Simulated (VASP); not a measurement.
```xyz
2
Lattice="0.0000 3.3249 3.3249 3.3249 0.0000 3.3249 3.3249 3.3249 0.0000" Properties=species:S:1:pos:R:3 pbc="T T T"
Ag     0.0000     0.0000     0.0000
I      1.6625     1.6625     1.6625
```

Method: RPBE GGA, VASP's PBE PAW potentials (set 64) (plane waves; VASP). Numerical set-up: 520 eV cut-off, 7×7×7 Γ-centred mesh, Gaussian smearing of 0.050 eV, potentials Ag I.

Unless said otherwise, spin-orbit coupling is left out, though it shifts the bands of the heavy elements here.

**Question.** Predict the energy per atom (σ→0), pressure, band gap (on the k-mesh) with the smallest direct gap where there is one.

**Answer.** 
```yaml
band gap (on the k-mesh): 1.54 eV
smallest direct gap (on the k-mesh): 1.54 eV
energy per atom (σ→0): -2.069 eV/atom
pressure: 1.40 GPa
```

The compound is AgI in the zinc blende structure, whereas wurtzite is the usual form. This cell is one point of a volume scan, at 0.94 of the reference volume.
